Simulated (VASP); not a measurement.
# KNbC (P4/mmm) in VASP: further runs, part 2 of 2

VASP 6.6.1. Earlier steps stand in the parts before.

### Step 3. Relaxation of cell and atoms, PBEsol, target pressure 20 GPa, at which the enthalpy is minimised

INCAR reads:

```
SYSTEM = KNbC
ALGO = Normal ; EDIFF = 1E-7
EDIFFG = -0.02 ; ENCUT = 600
GGA = PS ; IBRION = 2
ISIF = 3 ; ISMEAR = -1
LASPH = .True. ; LCHARG = .False.
LREAL = .False. ; LWAVE = .False.
NELM = 100 ; NSW = 40
PREC = Accurate ; PSTRESS = 200
SIGMA = 0.05
```

KPOINTS reads:

```
k-points
0
Gamma
  6 6 5
  0 0 0
```

POSCAR reads:

```
KNbC
1.0
    4.9374200000      0.0000000000      0.0000000000
    0.0000000000      4.9374200000      0.0000000000
    0.0000000000      0.0000000000      5.2738700000
K Nb C
1 1 1
Direct
    0.5000000000      0.5000000000      0.0000000000
    0.0000000000      0.0000000000      0.0000000000
    0.5000000000      0.5000000000      0.5000000000
```

Potentials or basis: VASP PAW PBE potentials, release 64 (K_sv, Nb_sv, C).

Started as:

```console
> cat potpaw_PBE.64/K_sv/POTCAR potpaw_PBE.64/Nb_sv/POTCAR potpaw_PBE.64/C/POTCAR > POTCAR
> mpirun -np 1 vasp_std > vasp.out
```

OUTCAR:

```text
SYSTEM = KNbC
   EDIFF = 1E-7
   EDIFFG = -0.02
   ENCUT = 600
   GGA = PS
   IBRION = 2
   ISIF = 3
   ISMEAR = -1
   LASPH = .True.
   LREAL = .False.
   NELM = 100
   NSW = 40
   PREC = Accurate
   PSTRESS = 200

 ion  position               nearest neighbor table
   1  0.500  0.500  0.000-   3 2.64   3 2.64
   2  0.000  0.000  0.000-
   3  0.500  0.500  0.500-   1 2.64   1 2.64

  LATTYP: Found a simple tetragonal cell.
 ALAT       =     4.9374200000
 C/A-ratio  =     1.0681428762

  Lattice vectors:

 A1 = (   4.9374200000,   0.0000000000,   0.0000000000)
 A2 = (   0.0000000000,   4.9374200000,   0.0000000000)
 A3 = (   0.0000000000,   0.0000000000,   5.2738700000)

Analysis of symmetry for initial positions (statically):
=====================================================================
 Subroutine PRICEL returns:
 Original cell was already a primitive cell.

 Routine SETGRP: Setting up the symmetry group for a
 simple tetragonal supercell.

 Subroutine GETGRP returns: Found 16 space group operations
 (whereof 16 operations were pure point group operations)
 out of a pool of 16 trial point group operations.

The static configuration has the point symmetry D_4h.

Analysis of symmetry for dynamics (positions and initial velocities):
=====================================================================
 Subroutine PRICEL returns:
[... 142 lines left out ...]
 conjugate gradient relaxation of ions
 non-spin polarized calculation
  energy-cutoff  :      600.00
  volume of cell :      128.57
 maximum number of plane-waves:      4337
 NGX is ok and might be reduce to    40
   NGX = 19   NGY = 19   NGZ = 21

--------------------------------------- Ionic step        1  -------------------------------------------

 number of electron      26.0000001 magnetization

 Free energy of the ion-electron system (eV)
  ---------------------------------------------------
  ext. energy  EPLUGINS =         0.00000000
  ---------------------------------------------------
  free energy    TOTEN  =        -7.01507825 eV

  energy without entropy =       -6.88049589  energy(sigma->0) =       -6.94778707

 E-fermi :  -0.1796     XC(G=0):  -7.1600

 val. band max:       -0.1817470292   @ k =   0.5000   0.0000   0.2000
 cond. band min:      -0.1722542608   @ k =   0.3333   0.1667   0.0000
 fundamental gap:      0.0094927683
 Fermi energy:        -0.1795850979

 k-point     1 :       0.0000    0.0000    0.0000
  band No.  band energies     occupation
      1     -55.8405      2.00000
      2     -32.0073      2.00000
      3     -31.8481      2.00000
      4     -31.8481      2.00000
      5     -29.6588      2.00000
      6     -13.3199      2.00000
[... 782 lines left out ...]
--------------------------------------- Ionic step        9  -------------------------------------------

 number of electron      26.0000000 magnetization

 Free energy of the ion-electron system (eV)
  ---------------------------------------------------
  ext. energy  EPLUGINS =         0.00000000
  ---------------------------------------------------
  free energy    TOTEN  =        -7.50792321 eV

  energy without entropy =       -7.47375008  energy(sigma->0) =       -7.49083664

 E-fermi :   6.5383     XC(G=0): -11.3404

 val. band max:        6.5280381928   @ k =   0.5000   0.5000   0.2000
 cond. band min:       6.5471467839   @ k =   0.5000   0.5000   0.0000
 fundamental gap:      0.0191085911
 Fermi energy:         6.5382676608

 k-point     1 :       0.0000    0.0000    0.0000
  band No.  band energies     occupation
      1     -48.9040      2.00000
      2     -25.1463      2.00000
      3     -25.1463      2.00000
      4     -24.9652      2.00000
      5     -24.3998      2.00000
      6      -8.7554      2.00000
[... 505 lines left out ...]
  energy  without entropy=       -7.4737500814  energy(sigma->0) =       -7.49083664

  enthalpy is  TOTEN    =        -1.6837704296 eV   P V=        5.8241527768

 reached required accuracy - stopping structural energy minimisation
```

OSZICAR:

```text
N       E                     dE             d eps       ncg     rms          rms(c)
DAV:   1     0.221727203592E+03    0.22173E+03   -0.12966E+04  1036   0.147E+03
DAV:   2     0.111936486868E+02   -0.21053E+03   -0.20796E+03  1108   0.429E+02
DAV:   3    -0.126418094091E+02   -0.23835E+02   -0.23218E+02  1982   0.103E+02
DAV:   4    -0.138890408984E+02   -0.12472E+01   -0.12089E+01  1329   0.198E+01
[... 145 lines left out ...]
DAV:   5    -0.750792461577E+01    0.22936E-05   -0.37014E-05  1799   0.425E-02    0.134E-02
DAV:   6    -0.750792382267E+01    0.79310E-06   -0.48394E-06  1534   0.197E-02    0.568E-03
DAV:   7    -0.750792341265E+01    0.41003E-06   -0.99901E-07  1517   0.777E-03    0.219E-03
DAV:   8    -0.750792322940E+01    0.18325E-06   -0.10296E-07   598   0.337E-03    0.402E-04
DAV:   9    -0.750792320644E+01    0.22954E-07   -0.21882E-08   529   0.167E-03
   9 F= -.16837704E+01 E0= -.16666839E+01  d E =-.910939E-04
```

Wall time 5.2 min (1 thread of Intel Xeon 6975P-C (Granite Rapids), shared host); peak memory 0.34 GiB.

Results:

```yaml
Free_energy: -7.5079 eV
Relaxed_volume: 15.55 Å³/atom
Relaxed_cell: a = 3.406 Å, b = 3.406 Å, c = 4.021 Å, α = 90.00°, β = 90.00°, γ = 90.00°
Space_group_after_relaxing_to_0.05_Å: P4/mmm (No. 123)
Energy_change_on_relaxing_the_enthalpy_is_what_falls: -164.3 meV/atom
Ionic_steps: 9
Pressure_after_relaxing: 19.9 GPa
Band_gap_on_the_k_mesh: none (metal or under the smearing width)
```

Step by step:
```
step  energy change (eV)  largest force (eV/Å)  pressure (GPa)  volume (Å³)
   1              0.0000                0.0000           -3.84       128.57
   2              0.3772                0.0000           29.06        42.67
   3             -0.1955                0.0000           20.29        46.41
   4             -0.2271                0.0000           24.68        44.82
   5             -0.2914                0.0000           23.58        45.17
   6             -0.5638                0.0000           18.57        47.25
   7             -0.4845                0.0000           20.09        46.59
   8             -0.4880                0.0000           19.99        46.62
   9             -0.4928                0.0000           19.91        46.66
```

Final structure:
```cif
data_structure
_symmetry_space_group_name_H-M 'P 1'
_symmetry_Int_Tables_number 1
_cell_length_a 3.4064
_cell_length_b 3.4064
_cell_length_c 4.0210
_cell_angle_alpha 90.000
_cell_angle_beta 90.000
_cell_angle_gamma 90.000
_cell_volume 46.66
loop_
_atom_site_label
_atom_site_type_symbol
_atom_site_fract_x
_atom_site_fract_y
_atom_site_fract_z
_atom_site_occupancy
K1 K 0.50000 0.50000 0.00000 1
Nb1 Nb 0.00000 0.00000 0.00000 1
C1 C 0.50000 0.50000 0.50000 1
```

Caveat: the cell is relaxed towards a set pressure, so the enthalpy falls and the energy may rise; the volume moved by over 15 % at a fixed basis, so the end points are rough; the PAW data sets were made with another functional, which shifts forces and pressure a little.

### Step 4. Relaxation of cell and atoms, PBEsol, target pressure 30 GPa, at which the enthalpy is minimised

Edit INCAR of step 3 so:

```diff
@@ -8,3 +8,3 @@
 NELM = 100 ; NSW = 40
-PREC = Accurate ; PSTRESS = 200
+PREC = Accurate ; PSTRESS = 300
 SIGMA = 0.05
```

KPOINTS is that of step 3.

POSCAR is that of step 3.

Started as:

```console
> cat potpaw_PBE.64/K_sv/POTCAR potpaw_PBE.64/Nb_sv/POTCAR potpaw_PBE.64/C/POTCAR > POTCAR
> mpirun -np 1 vasp_std > vasp.out
```

It took 6.5 min on 1 thread of Intel Xeon 6975P-C (Granite Rapids), shared host; peak memory 0.34 GiB.

The run converged. Its results:

- Free energy: -6.9121 eV
- Relaxed volume: 14.27 Å³/atom
- Relaxed cell: a = 3.312 Å, b = 3.312 Å, c = 3.902 Å, α = 90.00°, β = 90.00°, γ = 90.00°
- Space group after relaxing (to 0.05 Å): P4/mmm (No. 123)
- Energy change on relaxing (the enthalpy is what falls): +34.3 meV/atom
- Ionic steps: 12
- Pressure after relaxing: 29.9 GPa
- Band gap on the k mesh: none (metal or under the smearing width)

Stress tensor (GPa, compression positive):
```
29.83  0.00  0.00
 0.00 29.83  0.00
 0.00  0.00 30.17
```

Step by step:
```csv
step,energy change (eV),largest force (eV/Å),pressure (GPa),volume (Å³)
1,0.0000,0.0000,-3.84,128.57
2,15.2257,0.0000,349.54,22.98
3,-0.5611,0.0000,14.52,49.85
4,-0.2254,0.0000,19.74,46.68
5,0.4932,0.0000,30.94,42.06
6,0.2842,0.0000,27.60,43.21
7,0.2232,0.0000,31.81,42.21
8,0.1941,0.0000,31.26,42.34
9,0.1980,0.0000,31.34,42.32
10,0.0768,0.0000,29.58,42.96
11,0.1139,0.0000,30.14,42.76
12,0.1030,0.0000,29.94,42.81
```

Final structure:
```
CELL_PARAMETERS angstrom
3.31232 0.00000 0.00000
0.00000 3.31232 0.00000
0.00000 0.00000 3.90232
ATOMIC_POSITIONS crystal
K 0.50000 0.50000 0.00000
Nb 0.00000 0.00000 0.00000
C 0.50000 0.50000 0.50000
```

Levels at points of the mesh, in eV from the Fermi level:
```
           k point  band 11  band 12  band 13  band 14  band 15  band 16
(0.00, 0.00, 0.00)    -1.97    -1.12     0.06     0.06     0.13     0.50
(0.50, 0.00, 0.00)    -0.11    -0.07     0.87     0.93     2.04     2.36
(0.50, 0.50, 0.00)    -1.99    -1.76    -1.76    -0.82     0.07     1.37
```

Caveat: the cell is relaxed towards a set pressure, so the enthalpy falls and the energy may rise; the volume moved by over 15 % at a fixed basis, so the end points are rough; the PAW data sets were made with another functional, which shifts forces and pressure a little.

### Step 5. Overview

```csv
cell,target pressure,gap on the mesh (eV),pressure (GPa)
relaxed to 10 GPa,10 GPa,none,10.0
relaxed to 20 GPa,20 GPa,none,19.9
relaxed to 30 GPa,30 GPa,none,29.9
```

Alike in all rows: task relaxation of cell and atoms; level PBEsol; potentials or basis VASP PAW PBE potentials, release 64 (K_sv, Nb_sv, C); no spin polarisation; k mesh 6 × 6 × 5; cutoff (eV) 600; smearing fermi-dirac 0.05 eV.

Caveats: the cell is relaxed towards a set pressure, so the enthalpy falls and the energy may rise; the volume moved by over 15 % at a fixed basis, so the end points are rough; the PAW data sets were made with another functional, which shifts forces and pressure a little.

Absolute energies hang on the potentials; compare differences alone.
